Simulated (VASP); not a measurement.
Set up this calculation in VASP 6.6.1, as the native input.

* Task: relaxation of cell and atoms
* Functional: PBE
* Potentials or basis: VASP PAW PBE potentials, release 64 (Li_sv, Sr_sv)
* Cutoff: 600 eV
* k mesh: 4 × 4 × 4
* Occupations: gaussian, width 0.1 eV
* Spin: no spin polarisation
* Dipole correction: no
* Further INCAR settings: ALGO = Normal; EDIFF = 1e-06; IBRION = 2; EDIFFG = -0.04; NSW = 90; ISIF = 3

The structure of Sr6Li lies in POSCAR:

```
Sr6Li
1.0
    5.6383229800      0.0000000000      0.0000000000
    0.0000000000      5.6383229800      0.0000000000
    0.0000000000      0.0000000000      5.6383229800
Li Sr
1 6
Direct
    0.0000000000      0.0000000000      0.0000000000
    0.8001218400      0.5000000000      0.5000000000
    0.1998781600      0.5000000000      0.5000000000
    0.5000000000      0.5000000000      0.8001218400
    0.5000000000      0.5000000000      0.1998781600
    0.5000000000      0.1998781600      0.5000000000
    0.5000000000      0.8001218400      0.5000000000
```

The cell was built by a generator and needn't be a form met in nature.

The cell isn't the ideal one: species swapped into the LaB6 type (Pm-3m, No. 221).

The input as run:

INCAR

```
SYSTEM = Sr6Li
ALGO = Normal
EDIFF = 1E-6
EDIFFG = -0.04
ENCUT = 600
GGA = PE
IBRION = 2
ISIF = 3
ISMEAR = 0
LASPH = .True.
LCHARG = .False.
LREAL = .False.
LWAVE = .False.
NELM = 100
NSW = 90
PREC = Accurate
SIGMA = 0.1
```

KPOINTS

```
k-points
0
Gamma
  4 4 4
  0 0 0
```

Potentials or basis: VASP PAW PBE potentials, release 64 (Li_sv, Sr_sv).

Launch:

```bash
$ cat potpaw_PBE.64/Li_sv/POTCAR potpaw_PBE.64/Sr_sv/POTCAR > POTCAR
$ mpirun -np 1 vasp_std > vasp.out
```

Results of the run:

The relaxed volume is 120.03 Å³/atom and the relaxed cell is a = 9.436 Å, b = 9.436 Å, c = 9.436 Å, α = 90.00°, β = 90.00°, γ = 90.00°. The space group after relaxing (to 0.05 Å) is Pm-3m (No. 221) and the energy gained by relaxing is 3925.1 meV/atom. The ionic steps are 12. The pressure after relaxing is 0.0 GPa. The largest force after relaxing is 0.018 eV/Å and the band gap on the k mesh is none (metal or under the smearing width).

Caveat: the cutoff is under 1.25 times the usual one of these potentials, so pressure, stress and relaxed cells hold a basis-set (Pulay) error; the volume moved by over 15 % at a fixed basis, so the end points are rough.

It took 7.3 min on 1 thread of Intel(R) Xeon(R) 6975P-C (Granite Rapids) (shared host), peak memory 0.36 GiB.
